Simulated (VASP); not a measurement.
Runs of VASP 6.6.1 on Be. It takes space group P6_3/mmc (No. 194, hexagonal). The conventional cell has a = 2.286 Å, b = 2.286 Å, c = 3.584 Å, α = 90.00°, β = 90.00°, γ = 120.00°. Be (site symmetry -6m2) is surrounded by 12 Be at 2.23 to 2.29 Å. 

```csv
task,level,cell,cutoff (eV),gap on the mesh (eV),pressure (GPa),relaxed volume (Å³/atom)
relaxation of cell and atoms,PBEsol,relaxed,480,none,0.1,7.85
relaxation of cell and atoms,PBEsol,relaxed,600,none,0.1,7.85
single point,PBEsol,as given,520,none,-3.6,-
relaxation of cell and atoms,PBE,relaxed,600,none,0.1,(a)
relaxation of cell and atoms,PBEsol,relaxed,580,none,0.1,7.85
```

Alike in all rows: potentials or basis VASP PAW PBE potentials, release 64 (Be); no spin polarisation; k mesh 21 × 21 × 12; smearing gaussian 0.1 eV.

Q: Fill in the values left out.

A: (a) 7.91.

Caveats: the PAW data sets were made with another functional, which shifts forces and pressure a little (some runs).

A k mesh can miss the band edges.

A gap of «none» marks a metal or a gap under the smearing width.

Not every run made on this cell is shown here.
